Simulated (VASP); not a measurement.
# AlIn7 (P-6m2) in VASP: a series of runs

One crystal, AlIn7, is run at these levels: PBE; tasks: relaxation of cell and atoms.

All numbers are computed with VASP 6.6.1; they aren't measurements. Logs are shortened: lines on timing, memory, paths and dates and some standing lists are left out, and cuts for length are marked.

### Step 1. Starting point

The structure is hexagonal, space group P-6m2 (No. 187). Conventional cell: a = 7.052 Å, b = 7.052 Å, c = 5.702 Å, α = 90.00°, β = 90.00°, γ = 120.00°. Around Al (site symmetry -6m2) lie 12 In at 3.47 to 3.53 Å. Around In (site symmetry mm2) lie 10 In at 3.50 to 3.54 Å and 2 Al at 3.53 Å. In (site symmetry mm2) is surrounded by 10 In at 3.42 to 3.64 Å and 2 Al at 3.47 Å. In (site symmetry -6m2) has 12 In at 3.50 to 3.53 Å as nearest neighbours.

The cell was built by a generator and needn't be a form met in nature.

### Step 2. Relaxation of cell and atoms, PBE

INCAR

```
SYSTEM = AlIn7
  PREC = Normal
  ENCUT = 520
  EDIFF = 1E-4
  ISMEAR = 0
  SIGMA = 0.15
  LREAL = .False.
  LASPH = .True.
  NELM = 60
  ALGO = Fast
  ISIF = 3
  LWAVE = .False.
  LCHARG = .False.
  GGA = PE
  IBRION = 2
  NSW = 24
  EDIFFG = -0.08
```

KPOINTS

```
Automatic mesh
0
Gamma
  3 3 3
  0 0 0
```

POSCAR

```
AlIn7
1.0
    7.0517925800      0.0000000000      0.0000000000
   -3.5258962900      6.1070315200      0.0000000000
    0.0000000000      0.0000000000      5.7021270000
Al In
1 7
Direct
    0.6666666700      0.3333333300      0.0000000000
    0.1659236700      0.3318473300      0.0000000000
    0.1659236700      0.8340763300      0.0000000000
    0.6681526700      0.8340763300      0.0000000000
    0.9896346700      0.4948173300      0.5000000000
    0.5051826700      0.4948173300      0.5000000000
    0.5051826700      0.0103653300      0.5000000000
    0.0000000000      0.0000000000      0.5000000000
```

Potentials or basis: VASP PAW PBE potentials, release 64 (Al, In_d).

Started as:

```
$ cat potpaw_PBE.64/Al/POTCAR potpaw_PBE.64/In_d/POTCAR > POTCAR
$ mpirun -np 1 vasp_std > vasp.out
```

OUTCAR:

```text
SYSTEM = AlIn7
   PREC = Normal
   ENCUT = 520
   EDIFF = 1E-4
   ISMEAR = 0
   LREAL = .False.
   LASPH = .True.
   NELM = 60
   ISIF = 3
   GGA = PE
   IBRION = 2
   NSW = 24
   EDIFFG = -0.08

 ion  position               nearest neighbor table
   1  0.667  0.333  0.000-   6 3.47   6 3.47   5 3.47   5 3.47   7 3.47   7 3.47   2 3.53   2 3.53
                             4 3.53   3 3.53   3 3.53   4 3.53
   2  0.166  0.332  0.000-   8 3.50   8 3.50   3 3.51   4 3.51   5 3.52   5 3.52   6 3.52   6 3.52
                             1 3.53   1 3.53   3 3.54   4 3.54
   3  0.166  0.834  0.000-   8 3.50   8 3.50   4 3.51   2 3.51   7 3.52   7 3.52   5 3.52   5 3.52
                             1 3.53   1 3.53   4 3.54   2 3.54
   4  0.668  0.834  0.000-   8 3.50   8 3.50   3 3.51   2 3.51   7 3.52   7 3.52   6 3.52   6 3.52
                             1 3.53   1 3.53   3 3.54   2 3.54
   5  0.990  0.495  0.500-   6 3.42   7 3.42   1 3.47   1 3.47   2 3.52   2 3.52   3 3.52   3 3.52
                             8 3.53   8 3.53   6 3.64   7 3.64
   6  0.505  0.495  0.500-   5 3.42   7 3.42   1 3.47   1 3.47   2 3.52   2 3.52   4 3.52   4 3.52
                             8 3.53   8 3.53   5 3.64   7 3.64
   7  0.505  0.010  0.500-   6 3.42   5 3.42   1 3.47   1 3.47   4 3.52   4 3.52   3 3.52   3 3.52
                             8 3.53   8 3.53   5 3.64   6 3.64
   8  0.000  0.000  0.500-   4 3.50   4 3.50   2 3.50   2 3.50   3 3.50   3 3.50   7 3.53   5 3.53
                             6 3.53   6 3.53   7 3.53   5 3.53

  LATTYP: Found a hexagonal cell.
 ALAT       =     7.0517925800
 C/A-ratio  =     0.8086067387

  Lattice vectors:

 A1 = (   7.0517925800,   0.0000000000,   0.0000000000)
 A2 = (  -3.5258962900,   6.1070315200,   0.0000000000)
 A3 = (   0.0000000000,   0.0000000000,   5.7021270000)

Analysis of symmetry for initial positions (statically):
=====================================================================
 Subroutine PRICEL returns:
 Original cell was already a primitive cell.

 Routine SETGRP: Setting up the symmetry group for a
 hexagonal supercell.

 Subroutine GETGRP returns: Found 12 space group operations
 (whereof 12 operations were pure point group operations)
 out of a pool of 24 trial point group operations.

The static configuration has the point symmetry D_3h.

Analysis of symmetry for dynamics (positions and initial velocities):
=====================================================================
 Subroutine PRICEL returns:
 Original cell was already a primitive cell.

 Routine SETGRP: Setting up the symmetry group for a
 hexagonal supercell.

 Subroutine GETGRP returns: Found 12 space group operations
 (whereof 12 operations were pure point group operations)
 out of a pool of 24 trial point group operations.

The dynamic configuration has the point symmetry D_3h.
[... 104 lines left out ...]
   NUPDOWN=      -1.0000    fix difference up-down
   EMIN   =  10.00;   EMAX   =-10.00  energy-range for DOS
   EFERMI =   0.00;   METHOD = LEGACY
   ISMEAR =     0;   SIGMA  =   0.15  broadening in eV -4-tet -1-fermi 0-gaus
   EFERMI_NEDOS =   21; number of points for ismear=-14 and -15
   IALGO  =     68    algorithm
   IMIX   =      4    mixing-type and parameters
     AMIX     =   0.40;   BMIX     =  1.00
     AMIX_MAG =   1.60;   BMIX_MAG =  1.00
  volume/ion in A,a.u.               =      30.70       207.14
  Fermi-wavevector in a.u.,A,eV,Ry     =   1.188672  2.246264 19.224221  1.412940
  Thomas-Fermi vector in A             =   2.324796
   LORBIT       =      0    0 simple, 1 ext, 2 COOP (PROOUT), +10 PAW based schemes
   GGA     = PE    functional components
   LHFCALC =     F    Hartree Fock is set to
   AEXX    =    0.0000 exact exchange contribution
   IVDW    =     0    specifies the selected vdW correction
   LEPSILON=     F    determine dielectric tensor
   LRPA    =     F    only Hartree local field effects (RPA)
 conjugate gradient relaxation of ions
 non-spin polarized calculation
 RMM-DIIS sequential band-by-band and
 Gauss-broadening in eV      SIGMA  =   0.15
  energy-cutoff  :      520.00
  volume of cell :      245.57
 maximum number of plane-waves:      6631
   NGX = 27   NGY = 27   NGZ = 21

--------------------------------------- Ionic step        1  -------------------------------------------

 number of electron      94.0000087 magnetization

 Free energy of the ion-electron system (eV)
  ---------------------------------------------------
  ext. energy  EPLUGINS =         0.00000000
  ---------------------------------------------------
  free energy    TOTEN  =       -20.65088161 eV

  energy without entropy =      -20.55767006  energy(sigma->0) =      -20.60427584

------------------------ aborting loop because EDIFF is reached ----------------------------------------

  FORCE on cell =-STRESS in cart. coord.  units (eV):
  Direction    XX          YY          ZZ          XY          YZ          ZX
  --------------------------------------------------------------------------------------
  -------------------------------------------------------------------------------------
  Total       -4.6399086     -4.6399086     -7.9194199      0.0000000     -0.0000000      0.0000000
  in kB      -30.2728585    -30.2728585    -51.6698706      0.0000000     -0.0000000      0.0000000
  external PRESSURE =     -37.4051959 kB  Pullay stress =       0.0000000 kB
[... 155 lines left out ...]
--------------------------------------- Ionic step        5  -------------------------------------------

 number of electron      94.0000041 magnetization

 E-fermi :   7.0296     XC(G=0): -10.0156

 val. band max:        6.7651900092   @ k =   0.3333   0.0000   0.3333
 cond. band min:       7.0445551922   @ k =   0.3333   0.0000   0.3333
 fundamental gap:      0.2793651830
 Fermi energy:         7.0295902898

 k-point     1 :       0.0000    0.0000    0.0000
  band No.  band energies     occupation
      1      -7.7565      2.00000
      2      -7.7483      2.00000
      3      -7.7483      2.00000
      4      -7.6850      2.00000
      5      -7.6763      2.00000
      6      -7.6763      2.00000
[... 384 lines left out ...]
--------------------------------------- Ionic step        6  -------------------------------------------

 number of electron      94.0000046 magnetization

 Free energy of the ion-electron system (eV)
  ---------------------------------------------------
  ext. energy  EPLUGINS =         0.00000000
  ---------------------------------------------------
  free energy    TOTEN  =       -21.17351220 eV

  energy without entropy =      -21.10174072  energy(sigma->0) =      -21.13762646

 E-fermi :   6.8939     XC(G=0):  -9.9629

 val. band max:        6.6081466139   @ k =   0.3333   0.0000   0.3333
 cond. band min:       6.9104317373   @ k =   0.3333   0.0000   0.3333
 fundamental gap:      0.3022851234
 Fermi energy:         6.8938682361

 k-point     1 :       0.0000    0.0000    0.0000
  band No.  band energies     occupation
      1      -7.8645      2.00000
      2      -7.8570      2.00000
      3      -7.8570      2.00000
      4      -7.7976      2.00000
      5      -7.7884      2.00000
      6      -7.7884      2.00000
[... 378 lines left out ...]
  FREE ENERGIE OF THE ION-ELECTRON SYSTEM (eV)
  ---------------------------------------------------
  free  energy   TOTEN  =       -21.1735122039 eV

  energy  without entropy=      -21.1017407228  energy(sigma->0) =      -21.13762646

 reached required accuracy - stopping structural energy minimisation
```

OSZICAR:

```text
N       E                     dE             d eps       ncg     rms          rms(c)
DAV:   1     0.960265002229E+03    0.96027E+03   -0.43800E+04   672   0.211E+03
DAV:   2     0.952675116965E+02   -0.86500E+03   -0.85173E+03   672   0.544E+02
DAV:   3    -0.150619496926E+02   -0.11033E+03   -0.10673E+03   744   0.210E+02
[... 53 lines left out ...]
RMM:   4    -0.211728855888E+02    0.46171E-03   -0.17513E-02   748   0.910E-01    0.110E-01
RMM:   5    -0.211734352136E+02   -0.54962E-03   -0.66719E-03   916   0.496E-01    0.187E-01
RMM:   6    -0.211737144573E+02   -0.27924E-03   -0.15588E-03   799   0.262E-01    0.343E-01
RMM:   7    -0.211735331451E+02    0.18131E-03   -0.60886E-04   644   0.217E-01    0.184E-01
RMM:   8    -0.211735122039E+02    0.20941E-04   -0.18931E-04   385   0.116E-01
   6 F= -.21173512E+02 E0= -.21137626E+02  d E =-.470686E-02
```

It took 2.2 min on 1 thread of Intel Xeon 6975P-C (Granite Rapids), shared host; peak memory 0.26 GiB.

Results:

| Quantity | Value |
| --- | --- |
| Free energy | -21.1735 eV |
| Relaxed volume | 26.66 Å³/atom |
| Relaxed cell | a = 6.810 Å, b = 6.810 Å, c = 5.310 Å, α = 90.00°, β = 90.00°, γ = 120.00° |
| Space group after relaxing (to 0.05 Å) | P-6m2 (No. 187) |
| Energy gained by relaxing | 65.3 meV/atom |
| Ionic steps | 6 |
| Pressure after relaxing | -0.1 GPa |
| Largest force after relaxing | 0.026 eV/Å |
| Band gap on the k mesh | none (metal or under the smearing width) |

Forces on the atoms (eV/Å):
```
Al   0.000  0.000  0.000
In   0.000  0.026  0.000
In   0.022 -0.013  0.000
In  -0.022 -0.013  0.000
In  -0.004 -0.002  0.000
In   0.004 -0.002  0.000
In   0.000  0.004  0.000
In   0.000  0.000  0.000
```

The path:
```csv
step,energy change (eV),largest force (eV/Å),pressure (GPa),volume (Å³)
1,0.0000,0.0417,-3.74,245.57
2,-0.4669,0.0575,-1.39,220.94
3,-0.5178,0.0655,0.07,212.65
4,-0.5184,0.0684,-0.06,212.03
5,-0.5179,0.0682,0.45,210.77
6,-0.5226,0.0256,-0.07,213.24
```

Final structure:
```yaml
crystal:
  lattice:
    - [6.80995, 0.00000, 0.00000]
    - [-3.40498, 5.89759, 0.00000]
    - [0.00000, 0.00000, 5.30951]
  atoms:
    - { symbol: Al, position: [0.66667, 0.33333, 0.00000] }
    - { symbol: In, position: [0.16647, 0.33293, 0.00000] }
    - { symbol: In, position: [0.16647, 0.83353, 0.00000] }
    - { symbol: In, position: [0.66707, 0.83353, 0.00000] }
    - { symbol: In, position: [0.99012, 0.49506, 0.50000] }
    - { symbol: In, position: [0.50494, 0.49506, 0.50000] }
    - { symbol: In, position: [0.50494, 0.00988, 0.50000] }
    - { symbol: In, position: [0.00000, 0.00000, 0.50000] }
```

Caveat: the k mesh is coarse (spacing up to 0.37 Å⁻¹), so the values aren't converged; the relaxation stopped at a loose force limit of 0.08 eV/Å, so its end isn't a converged minimum.

### Step 3. Relaxation of cell and atoms, PBE

This run uses another cell than the first one, of 26.77 Å³/atom, 0.872 times its volume.

INCAR is that of step 2.

KPOINTS is that of step 2.

POSCAR

```
AlIn7
1.0
    0.0000000000      4.7485772500      4.7485772500
    4.7485772500      0.0000000000      4.7485772500
    4.7485772500      4.7485772500      0.0000000000
Al In
1 7
Direct
    0.2500000000      0.2500000000      0.2500000000
    0.2234954400      0.7765045600      0.7765045600
    0.7765045600      0.2234954400      0.2234954400
    0.7765045600      0.7765045600      0.2234954400
    0.2234954400      0.2234954400      0.7765045600
    0.2234954400      0.7765045600      0.2234954400
    0.7765045600      0.2234954400      0.7765045600
    0.5000000000      0.5000000000      0.5000000000
```

Potentials or basis: VASP PAW PBE potentials, release 64 (Al, In_d).

Started as:

```
$ cat potpaw_PBE.64/Al/POTCAR potpaw_PBE.64/In_d/POTCAR > POTCAR
$ mpirun -np 1 vasp_std > vasp.out
```

Run time: 98 s. Hardware: 1 thread of Intel Xeon 6975P-C (Granite Rapids), shared host; peak memory 0.26 GiB.

It converged, with:

* Free energy: -19.6374 eV
* Relaxed volume: 31.94 Å³/atom
* Relaxed cell: a = 7.123 Å, b = 7.123 Å, c = 7.123 Å, α = 60.00°, β = 60.00°, γ = 60.00°
* Space group after relaxing (to 0.05 Å): F-43m (No. 216)
* Energy gained by relaxing: 139.1 meV/atom
* Ionic steps: 6
* Pressure after relaxing: 0.3 GPa
* Largest force after relaxing: 0.065 eV/Å
* Band gap on the k mesh: none (metal or under the smearing width)

Forces on the atoms (eV/Å):
```
Al   0.000  0.000  0.000
In   0.065  0.000  0.000
In  -0.065  0.000  0.000
In   0.000  0.000  0.065
In   0.000  0.000 -0.065
In   0.000 -0.065  0.000
In   0.000  0.065  0.000
In   0.000  0.000  0.000
```

The path:
| step | energy change (eV) | largest force (eV/Å) | pressure (GPa) | volume (Å³) |
| --- | --- | --- | --- | --- |
| 1 | 0.0000 | 1.0337 | 8.04 | 214.15 |
| 2 | -1.1075 | 0.1415 | -0.75 | 258.55 |
| 3 | -1.1031 | 0.2327 | 0.90 | 255.07 |
| 4 | -1.1069 | 0.1568 | -0.46 | 257.30 |
| 5 | -1.1056 | 0.2370 | 0.26 | 256.34 |
| 6 | -1.1125 | 0.0653 | 0.26 | 255.52 |

Final structure:
```cif
data_structure
_symmetry_space_group_name_H-M 'P 1'
_symmetry_Int_Tables_number 1
_cell_length_a 7.1228
_cell_length_b 7.1228
_cell_length_c 7.1228
_cell_angle_alpha 60.000
_cell_angle_beta 60.000
_cell_angle_gamma 60.000
_cell_volume 255.52
loop_
_atom_site_label
_atom_site_type_symbol
_atom_site_fract_x
_atom_site_fract_y
_atom_site_fract_z
_atom_site_occupancy
Al1 Al 0.25000 0.25000 0.25000 1
In1 In 0.21762 0.78238 0.78238 1
In2 In 0.78238 0.21762 0.21762 1
In3 In 0.78238 0.78238 0.21762 1
In4 In 0.21762 0.21762 0.78238 1
In5 In 0.21762 0.78238 0.21762 1
In6 In 0.78238 0.21762 0.78238 1
In7 In 0.50000 0.50000 0.50000 1
```

Levels at points of the mesh, in eV from the Fermi level:
```csv
k point,band 43,band 44,band 45,band 46,band 47,band 48,band 49,band 50,band 51,band 52
"(0.00, 0.00, 0.00)",-2.25,-2.25,-2.24,-2.24,-1.40,-1.40,-1.40,1.98,3.65,3.65
```

Caveat: the k mesh is coarse (spacing up to 0.38 Å⁻¹), so the values aren't converged; the volume moved by over 15 % at a fixed basis, so the end points are rough; the relaxation stopped at a loose force limit of 0.08 eV/Å, so its end isn't a converged minimum.

### Step 4. Relaxation of cell and atoms, PBE

This run uses another cell than the first one, of 31.54 Å³/atom, 1.027 times its volume.

INCAR is that of step 3.

KPOINTS is that of step 3.

POSCAR

```
AlIn7
1.0
    6.3187001300      0.0000000000      0.0000000000
    0.0000000000      6.3187001300      0.0000000000
    0.0000000000      0.0000000000      6.3187001300
Al In
1 7
Direct
    0.0000000000      0.0000000000      0.0000000000
    0.2526152100      0.2526152100      0.2526152100
    0.0000000000      0.5000000000      0.5000000000
    0.5000000000      0.5000000000      0.0000000000
    0.5000000000      0.0000000000      0.5000000000
    0.7473847900      0.2526152100      0.7473847900
    0.7473847900      0.7473847900      0.2526152100
    0.2526152100      0.7473847900      0.7473847900
```

Started as:

```
$ cat potpaw_PBE.64/Al/POTCAR potpaw_PBE.64/In_d/POTCAR > POTCAR
$ mpirun -np 1 vasp_std > vasp.out
```

Wall time 2.7 min (1 thread of Intel Xeon 6975P-C (Granite Rapids), shared host); peak memory 0.23 GiB.

Results (log left out):

* Free energy: -18.5709 eV
* Relaxed volume: 37.80 Å³/atom
* Relaxed cell: a = 6.712 Å, b = 6.712 Å, c = 6.712 Å, α = 90.00°, β = 90.00°, γ = 90.00°
* Space group after relaxing (to 0.05 Å): P-43m (No. 215)
* Energy gained by relaxing: 128.0 meV/atom
* Ionic steps: 12
* Pressure after relaxing: -0.1 GPa
* Largest force after relaxing: 0.038 eV/Å
* Band gap on the k mesh: none (metal or under the smearing width)

Forces in eV/Å, atoms in the order of the input:
```
Al   0.000  0.000  0.000
In  -0.022 -0.022 -0.022
In   0.000  0.000  0.000
In   0.000  0.000  0.000
In   0.000  0.000  0.000
In   0.022 -0.022  0.022
In   0.022  0.022 -0.022
In  -0.022  0.022  0.022
```

The path:
| step | energy change (eV) | largest force (eV/Å) | pressure (GPa) | volume (Å³) |
| --- | --- | --- | --- | --- |
| 1 | 0.0000 | 0.7200 | 5.58 | 252.28 |
| 2 | -0.7602 | 0.4402 | 1.26 | 294.55 |
| 3 | -0.7615 | 0.3957 | -0.88 | 312.83 |
| 4 | -0.7792 | 0.4507 | 0.66 | 306.62 |
| 5 | -0.7715 | 0.3687 | -1.32 | 310.03 |
| 6 | -0.7762 | 0.4740 | -0.35 | 308.08 |
| 7 | -0.8230 | 0.3742 | -0.69 | 307.31 |
| 8 | -0.9506 | 0.3034 | -0.22 | 305.03 |
| 9 | -0.9798 | 0.3770 | 0.64 | 300.51 |
| 10 | -1.0174 | 0.1276 | -0.28 | 303.06 |
| 11 | -1.0219 | 0.1108 | -0.10 | 301.87 |
| 12 | -1.0239 | 0.0385 | -0.08 | 302.38 |

Final structure:
```xyz
8
Lattice="6.7120 0.0000 0.0000 0.0000 6.7120 0.0000 0.0000 0.0000 6.7120" Properties=species:S:1:pos:R:3 pbc="T T T"
Al    0.0000    0.0000    0.0000
In    1.5540    1.5540    1.5540
In    0.0000    3.3560    3.3560
In    3.3560    3.3560    0.0000
In    3.3560    0.0000    3.3560
In    5.1580    1.5540    5.1580
In    5.1580    5.1580    1.5540
In    1.5540    5.1580    5.1580
```

Levels at points of the mesh, in eV from the Fermi level:
```
           k point  band 43  band 44  band 45  band 46  band 47  band 48  band 49  band 50  band 51  band 52
(0.00, 0.00, 0.00)    -0.47    -0.47    -0.47    -0.30    -0.30    -0.30     1.97     1.97     1.97     1.98
```

Caveat: the volume moved by over 15 % at a fixed basis, so the end points are rough; the relaxation stopped at a loose force limit of 0.08 eV/Å, so its end isn't a converged minimum.
